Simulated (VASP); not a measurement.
# The (2 1 1) face of Al (space group 225) in VASP

Aim: model the (2 1 1) face of Al (space group 225) by a slab and find how far its highest filled level lies below the vacuum.

Main program and level: VASP 6.6.1; PBEsol; plane waves and PAW (Al).

### 1. Set-up

The cell holds 16 atoms: 16 Al. Its edges and angles: a = 2.864 Å, b = 9.055 Å, c = 26.399 Å, α = 90.0°, β = 90.0°, γ = 129.2°. It derives from Al (Aluminum). Vacuum lies along c.

As a file:

```xyz
16
Lattice="2.8635 0.0000 0.0000 -5.7270 7.0141 0.0000 0.0000 0.0000 26.3993" Properties=species:S:1:pos:R:3
Al   -2.8635    5.9912   19.3993
Al   -1.4318    3.6532   18.5727
Al    0.0000    1.3151   17.7461
Al   -4.2953    5.9912   16.9195
Al   -2.8635    3.6532   16.0929
Al    1.4318    1.3151   15.2662
Al   -2.8635    5.9912   14.4396
Al   -1.4318    3.6532   13.6130
Al    0.0000    1.3151   12.7864
Al   -4.2953    5.9912   11.9597
Al   -2.8635    3.6532   11.1331
Al    1.4318    1.3151   10.3065
Al   -2.8635    5.9912    9.4799
Al   -1.4318    3.6532    8.6532
Al    0.0000    1.3151    7.8266
Al   -4.2953    5.9912    7.0000
```

### 2. Surface relaxation

The free atoms relax, while those held by selective dynamics keep their cut positions.

INCAR reads:

```
SYSTEM = Al
PREC = Normal
ENCUT = 300
EDIFF = 1E-05
NELM = 120
ISMEAR = 0
SIGMA = 0.05
LREAL = Auto
ALGO = Fast
GGA = PS
NBANDS = 40
LORBIT = 11
LWAVE = .FALSE.
LCHARG = .FALSE.
KPAR = 4
IBRION = 2
NSW = 40
ISIF = 2
EDIFFG = -0.03
POTIM = 0.4
MAXMIX = 40
IDIPOL = 3
LDIPOL = .TRUE.
DIPOL = 0.5 0.5 0.5
```

POSCAR reads:

```
Al
1.0
    2.8635066922      0.0000000000      0.0000000000
   -5.7270133843      7.0141302708      0.0000000000
    0.0000000000      0.0000000000     26.3993476966
Al
16
Selective dynamics
Direct
    0.7083333330      0.8541666670      0.7348419330  T T T
    0.5416666670      0.5208333330      0.7035296750  T T T
    0.3750000000      0.1875000000      0.6722174180  T T T
    0.2083333330      0.8541666670      0.6409051600  T T T
    0.0416666670      0.5208333330      0.6095929020  T T T
    0.8750000000      0.1875000000      0.5782806440  F F F
    0.7083333330      0.8541666670      0.5469683870  F F F
    0.5416666670      0.5208333330      0.5156561290  F F F
    0.3750000000      0.1875000000      0.4843438710  F F F
    0.2083333330      0.8541666670      0.4530316130  F F F
    0.0416666670      0.5208333330      0.4217193560  F F F
    0.8750000000      0.1875000000      0.3904070980  T T T
    0.7083333330      0.8541666670      0.3590948400  T T T
    0.5416666670      0.5208333330      0.3277825820  T T T
    0.3750000000      0.1875000000      0.2964703250  T T T
    0.2083333330      0.8541666670      0.2651580670  T T T
```

KPOINTS reads:

```
Automatic mesh
0
Gamma
11 11 1
0 0 0
```

PAW data sets: Al (PBE family, release 64).

Command:

```console
> mpirun -np 4 vasp_std
```

The program printed:

```text
[banner, memory and clock lines left out]
running    4 mpi-ranks, on    1 nodes
 distrk:  each k-point on    1 cores,    4 groups
 distr:  one band on    1 cores,    1 groups

 POSCAR found type information on POSCAR Al
 POSCAR found :  1 types and      16 ions
|                                                                             |
|               ----> ADVICE to this user running VASP <----                  |
|                                                                             |
|     You enforced a specific xc type in the INCAR file but a different       |
|     [... a line on the potential file left out ...]
|     I HOPE YOU KNOW WHAT YOU ARE DOING!                                     |
|                                                                             |

 LDA part: xc-table for (Slater+PW92), standard interpolation
 POSCAR, INCAR and KPOINTS ok, starting setup
 FFT: planning ... GRIDC
 FFT: planning ... GRID_SOFT
 FFT: planning ... GRID
 WAVECAR not read
 entering main loop
       N       E                     dE             d eps       ncg     rms          rms(c)
DAV:   1     0.808513934916E+02    0.80851E+02   -0.11273E+04  2904   0.578E+02
DAV:   2    -0.570044387080E+02   -0.13786E+03   -0.12694E+03  3760   0.123E+02
DAV:   3    -0.645577214877E+02   -0.75533E+01   -0.73251E+01  3888   0.276E+01
DAV:   4    -0.648261507172E+02   -0.26843E+00   -0.26768E+00  4440   0.592E+00
DAV:   5    -0.648368566200E+02   -0.10706E-01   -0.10704E-01  4480   0.109E+00    0.621E+00
RMM:   6    -0.643167132677E+02    0.52014E+00   -0.59407E+00  2962   0.293E+00    0.427E+00
RMM:   7    -0.628394383968E+02    0.14773E+01   -0.95461E-01  3016   0.166E+00    0.253E+00
RMM:   8    -0.626247449300E+02    0.21469E+00   -0.30172E-01  3003   0.128E+00    0.606E-01
RMM:   9    -0.626163266722E+02    0.84183E-02   -0.46427E-02  3133   0.631E-01    0.311E-01
RMM:  10    -0.626178216345E+02   -0.14950E-02   -0.12445E-02  3094   0.377E-01    0.113E-01
RMM:  11    -0.626184755119E+02   -0.65388E-03   -0.64767E-03  3255   0.229E-01    0.709E-02
RMM:  12    -0.626191695292E+02   -0.69402E-03   -0.21150E-03  3388   0.135E-01    0.264E-02
RMM:  13    -0.626195163444E+02   -0.34682E-03   -0.49270E-04  2919   0.686E-02    0.166E-02
RMM:  14    -0.626198741335E+02   -0.35779E-03   -0.31714E-04  2724   0.463E-02    0.102E-02
RMM:  15    -0.626201009205E+02   -0.22679E-03   -0.11418E-04  2656   0.315E-02    0.573E-03
RMM:  16    -0.626201818483E+02   -0.80928E-04   -0.39403E-05  2275   0.196E-02    0.629E-03
RMM:  17    -0.626203064381E+02   -0.12459E-03   -0.19533E-05  2156   0.132E-02    0.409E-03
RMM:  18    -0.626204895840E+02   -0.18315E-03   -0.20176E-05  2139   0.121E-02    0.304E-03
RMM:  19    -0.626205327216E+02   -0.43138E-04   -0.55067E-06  2016   0.732E-03    0.167E-03
RMM:  20    -0.626205638084E+02   -0.31087E-04   -0.39277E-06  1871   0.569E-03    0.740E-04
RMM:  21    -0.626205683333E+02   -0.45249E-05   -0.97273E-07  1598   0.420E-03
   1 F= -.62620568E+02 E0= -.62616959E+02  d E =-.626206E+02
 curvature:   0.00 expect dE= 0.000E+00 dE for cont linesearch  0.000E+00
 trial: gam= 0.00000 g(F)=  0.121E-01 g(S)=  0.000E+00 ort = 0.000E+00 (trialstep = 0.100E+01)
 search vector abs. value=  0.121E-01
 bond charge predicted
       N       E                     dE             d eps       ncg     rms          rms(c)
DAV:   1    -0.626319453006E+02   -0.11381E-01   -0.48416E-02  3392   0.815E-01    0.761E-02
RMM:   2    -0.626317284436E+02    0.21686E-03   -0.20971E-03  3058   0.181E-01    0.278E-02
RMM:   3    -0.626319405510E+02   -0.21211E-03   -0.63330E-04  3137   0.915E-02    0.213E-02
RMM:   4    -0.626319265748E+02    0.13976E-04   -0.14709E-04  3204   0.486E-02    0.166E-02
RMM:   5    -0.626319349370E+02   -0.83622E-05   -0.33181E-05  2276   0.235E-02
   2 F= -.62631935E+02 E0= -.62628340E+02  d E =-.113666E-01
[... from here on, the cycles between the ionic steps are left out ...]
   3 F= -.62657914E+02 E0= -.62654359E+02  d E =-.373460E-01
   4 F= -.62672960E+02 E0= -.62669178E+02  d E =-.523919E-01
   5 F= -.62673999E+02 E0= -.62670280E+02  d E =-.534311E-01
   6 F= -.62685792E+02 E0= -.62681804E+02  d E =-.117922E-01
   7 F= -.62692936E+02 E0= -.62688728E+02  d E =-.189363E-01
   8 F= -.62694883E+02 E0= -.62690727E+02  d E =-.194756E-02
   9 F= -.62695248E+02 E0= -.62691121E+02  d E =-.231246E-02
 curvature:  -3.72 expect dE=-0.887E-03 dE for cont linesearch -0.230E-06
 trial: gam= 0.25306 g(F)=  0.238E-03 g(S)=  0.000E+00 ort = 0.833E-05 (trialstep = 0.377E+01)
 search vector abs. value=  0.315E-03
 bond charge predicted
       N       E                     dE             d eps       ncg     rms          rms(c)
DAV:   1    -0.626960049891E+02   -0.76036E-03   -0.14936E-02  3152   0.493E-01    0.264E-01
RMM:   2    -0.626959227494E+02    0.82240E-04   -0.61003E-04  3088   0.104E-01    0.178E-01
RMM:   3    -0.626959418682E+02   -0.19119E-04   -0.18742E-04  3106   0.529E-02    0.280E-01
RMM:   4    -0.626959773770E+02   -0.35509E-04   -0.39007E-05  2514   0.275E-02    0.301E-01
RMM:   5    -0.626960182321E+02   -0.40855E-04   -0.13511E-05  1904   0.161E-02    0.271E-01
RMM:   6    -0.626960196539E+02   -0.14218E-05   -0.59484E-06  1860   0.110E-02
  10 F= -.62696020E+02 E0= -.62691905E+02  d E =-.771501E-03
 trial-energy change:   -0.000772  1 .order   -0.000743   -0.000907   -0.000578
 step:  10.4040(harm= 10.4040)  dis= 0.01567  next Energy=   -62.696499 (dE=-0.125E-02)
 reached required accuracy - stopping structural energy minimisation
```

Wall time 12 min (4 MPI ranks of AMD EPYC 7R43, shared host); peak memory 1.4 GiB.

Lines that name or quote the potential files are left out of all logs, and their timing lines are given in words.

From OUTCAR (step 2):

```text
ion  position               nearest neighbor table
   1  0.708  0.854  0.735-   3 2.86   4 2.86   4 2.86   2 2.86   2 2.86
   2  0.542  0.521  0.704-   3 2.86   5 2.86   5 2.86   3 2.86   4 2.86   1 2.86   1 2.86
   3  0.375  0.188  0.672-   1 2.86   2 2.86   2 2.86   4 2.86   4 2.86   5 2.86   6 2.86   6 2.86

  LATTYP: Found a simple orthorhombic cell.
 ALAT       =     2.8635066922
 B/A-ratio  =     2.4494897427
 C/A-ratio  =     9.2192372969

 Subroutine GETGRP returns: Found  4 space group operations
 (whereof  2 operations were pure point group operations)

The static configuration has the point symmetry C_1h.
 The point group associated with its full space group is C_2h.

 Found     36 irreducible k-points:

   k-points           NKPTS =     36   k-points in BZ     NKDIM =     36   number of bands    NBANDS=     40

   dimension x,y,z NGX =    12 NGY =   40 NGZ =  112
   dimension x,y,z NGXF=    24 NGYF=   80 NGZF=  224

   ENCUT  =  300.0 eV  22.05 Ry    4.70 a.u.   4.04 12.79 37.28*2*pi/ulx,y,z

   NELECT =      48.0000    total number of electrons

 k-points in reciprocal lattice and weights: Automatic mesh
   0.00000000  0.00000000  0.00000000       0.008
   0.09090909  0.00000000  0.00000000       0.033
   0.18181818  0.00000000  0.00000000       0.033
   0.27272727  0.00000000  0.00000000       0.033
   0.36363636  0.00000000  0.00000000       0.033
   0.45454545  0.00000000  0.00000000       0.033
   0.00000000  0.09090909  0.00000000       0.017
   0.09090909  0.09090909  0.00000000       0.033
   0.18181818  0.09090909  0.00000000       0.033
[...]
0.00000000  0.45454545  0.00000000       0.017
   0.27272727  0.45454545  0.00000000       0.017

 dipolmoment           0.000000      0.000000      0.000000 electrons x Angstroem

 average (electrostatic) potential at core
       1 -78.3923       2 -78.4300       3 -78.4300       4 -78.3187       5 -78.3524
       6 -78.4044       7 -78.3831       8 -78.3770       9 -78.3770      10 -78.3831
      11 -78.4044      12 -78.3524      13 -78.3187      14 -78.4300      15 -78.4301
      16 -78.3923

 E-fermi :   1.9456

 k-point     1 :       0.0000    0.0000    0.0000
  band No.  band energies     occupation
    ...
     17      -1.1457      2.00000
     18      -0.1971      2.00000
     19      -0.0063      2.00000
     20       1.0177      2.00000
     21       1.5504      2.00000
     22       2.1876      0.00000
     23       2.5034      0.00000
     24       2.5493      0.00000
     25       2.9572      0.00000
     26       3.0083      0.00000
    ...

 k-point     2 :       0.0909    0.0000    0.0000
  band No.  band energies     occupation
    ...
     19       0.5993      2.00000
     20       0.7119      2.00000
     21       0.9746      2.00000
     22       1.2427      2.00000
     23       1.8958      1.84155
     24       2.1501      0.00000
     25       2.7090      0.00000
     26       3.1014      0.00000
     27       3.3951      0.00000
     28       3.8896      0.00000
    ...

 k-point     3 :       0.1818    0.0000    0.0000
  band No.  band energies     occupation
    ...
     19      -0.0213      2.00000
     20       0.6779      2.00000
     21       0.9758      2.00000
     22       1.2806      2.00000
     23       1.3763      2.00000
     24       1.9896      0.21312
     25       2.7219      0.00000
     26       3.0124      0.00000
     27       3.1275      0.00000
     28       3.3577      0.00000
    ...

  Total       -6.7986814     -4.3017879     -0.5065358     -0.0000000     -0.2841375     -0.0000000
  in kB      -20.5432923    -12.9985333     -1.5305782     -0.0000000     -0.8585666     -0.0000000
  external PRESSURE =     -11.6908013 kB  Pullay stress =       0.0000000 kB

  energy-cutoff  :      300.00
  volume of cell :      530.23
      direct lattice vectors                 reciprocal lattice vectors
     2.863506692  0.000000000  0.000000000     0.349222163  0.285138702  0.000000000
    -5.727013384  7.014130271  0.000000000     0.000000000  0.142569351  0.000000000
     0.000000000  0.000000000 26.399347697     0.000000000  0.000000000  0.037879724

 POSITION                                       TOTAL-FORCE (eV/Angst)
 -----------------------------------------------------------------------------------
     -2.86351      5.95142     19.25460        -0.000000     -0.006543     -0.001516
     -1.43175      3.66740     18.48758        -0.000000     -0.015576     -0.000180
      0.00000      1.32920     17.82903        -0.000000     -0.004611     -0.021732
     -4.29526      5.99457     16.84467        -0.000000     -0.014030     -0.005238
     -2.86351      3.63890     16.06171         0.000000      0.005567     -0.019338
      1.43175      1.31515     15.26623         0.000000      0.011501      0.072457
     -2.86351      5.99124     14.43961         0.000000      0.012070     -0.062435
     -1.43175      3.65319     13.61299        -0.000000     -0.076539     -0.097511
      0.00000      1.31515     12.78636         0.000000      0.076539      0.097511
     -4.29526      5.99124     11.95974        -0.000000     -0.012070      0.062435
     -2.86351      3.65319     11.13312        -0.000000     -0.011501     -0.072457
      1.43175      1.32945     10.33763        -0.000000     -0.005567      0.019338
     -2.86351      5.98791      9.55468         0.000000      0.014030      0.005238
     -1.43175      3.63915      8.57032         0.000000      0.004611      0.021732
      0.00000      1.30095      7.91177         0.000000      0.015576      0.000180
     -4.29526      6.03105      7.14475         0.000000      0.006543      0.001516
 -----------------------------------------------------------------------------------
    total drift:                                0.000037     -0.000008      0.000025

  FREE ENERGIE OF THE ION-ELECTRON SYSTEM (eV)
  ---------------------------------------------------
  free  energy   TOTEN  =       -62.6960196539 eV

  energy  without entropy=      -62.6877913019  energy(sigma->0) =      -62.69190548

 reached required accuracy - stopping structural energy minimisation

 vacuum level on the upper side and lower side of the slab         5.940         5.941

 total charge
# of ion       s       p       d       tot
------------------------------------------
    1        0.475   0.299   0.000   0.774
    2        0.446   0.326   0.000   0.772
    3        0.444   0.318   0.000   0.763
    4        0.435   0.350   0.000   0.785
    5        0.432   0.348   0.000   0.781
    6        0.433   0.339   0.000   0.772
    7        0.432   0.345   0.000   0.777
    8        0.432   0.343   0.000   0.775
    9        0.432   0.343   0.000   0.775
   10        0.432   0.345   0.000   0.777
   11        0.433   0.339   0.000   0.772
   12        0.432   0.348   0.000   0.781
   13        0.435   0.350   0.000   0.785
   14        0.444   0.318   0.000   0.763
   15        0.446   0.326   0.000   0.772
   16        0.475   0.299   0.000   0.774
--------------------------------------------------
tot          7.057   5.340   0.000  12.397

[... 3 further parts left out ...]
```

The PAW data sets were made with PBE, which is usual practice but a small mismatch for other functionals. The run keeps the 4 symmetry operations of its start, so it cannot find a distortion of lower symmetry.

Step by step:

```csv
step,energy less that of the first step (eV),largest force (eV/Å)
1,0.0000,0.2704
2,-0.0114,0.2466
3,-0.0373,0.1690
4,-0.0524,0.2822
5,-0.0534,0.2412
6,-0.0652,0.1419
7,-0.0724,0.0626
8,-0.0743,0.0390
9,-0.0747,0.0314
10,-0.0755,0.0222
```

The atoms that moved most (Å):

```csv
atom,dx,dy,dz,length
Al16,0.000,0.040,0.145,0.150
Al1,0.000,-0.040,-0.145,0.150
Al15,0.000,-0.014,0.085,0.086
Al2,0.000,0.014,-0.085,0.086
Al14,0.000,-0.014,-0.083,0.084
Al3,0.000,0.014,0.083,0.084
Al13,0.000,-0.003,0.075,0.075
Al4,0.000,0.003,-0.075,0.075
```

The relaxed structure:

```cif
data_structure
_symmetry_space_group_name_H-M 'P 1'
_symmetry_Int_Tables_number 1
_cell_length_a 2.8635
_cell_length_b 9.0552
_cell_length_c 26.3993
_cell_angle_alpha 90.000
_cell_angle_beta 90.000
_cell_angle_gamma 129.232
_cell_volume 530.23
loop_
_atom_site_label
_atom_site_type_symbol
_atom_site_fract_x
_atom_site_fract_y
_atom_site_fract_z
_atom_site_occupancy
Al1 Al 0.69698 0.84849 0.72936 1
Al2 Al 0.54572 0.52286 0.70030 1
Al3 Al 0.37901 0.18950 0.67536 1
Al4 Al 0.20928 0.85464 0.63807 1
Al5 Al 0.03759 0.51880 0.60841 1
Al6 Al 0.87500 0.18750 0.57828 1
Al7 Al 0.70833 0.85417 0.54697 1
Al8 Al 0.54167 0.52083 0.51566 1
Al9 Al 0.37500 0.18750 0.48434 1
Al10 Al 0.20833 0.85417 0.45303 1
Al11 Al 0.04167 0.52083 0.42172 1
Al12 Al 0.87908 0.18954 0.39159 1
Al13 Al 0.70738 0.85369 0.36193 1
Al14 Al 0.53766 0.51883 0.32464 1
Al15 Al 0.37095 0.18547 0.29970 1
Al16 Al 0.21969 0.85984 0.27064 1
```

Numbers from this step:

| Item | Value |
| --- | --- |
| electronic cycles | 73 |
| electrons | 48 |
| free energy (TOTEN) | -62.6960 eV |
| energy at zero smearing | -62.6919 eV |
| Fermi energy | 1.946 eV |
| labelled metallic, from the levels on this mesh | yes |
| dipole moment | 0, 0, 0 e·Å |

The run ended after 10 ionic steps, 0.075 eV below its first step, once the forces on the free atoms met EDIFFG = -0.03.

Only the dipole across the slab is computed (IDIPOL = 3); zeros along the plane are no results.

[end of part 1 of 3]

[Lines on the potential files, build, host, timing and source positions are cut from VASP's logs without a mark.]

[Logs are printed without paths, hosts, clocks, repeated set-up lines and the standing remarks that a program may print on its own settings, such as how far it seeks lower states.]

[Hosts, paths, dates, database ids (printed as entryN), source tags and the programs' standing remarks are cut or masked in the printed files.]

[In band tables of VASP the shares of atoms and orbitals are scaled to a sum of 1 inside the atoms' spheres.]

[Runs that stopped without an error message from VASP are left out.]
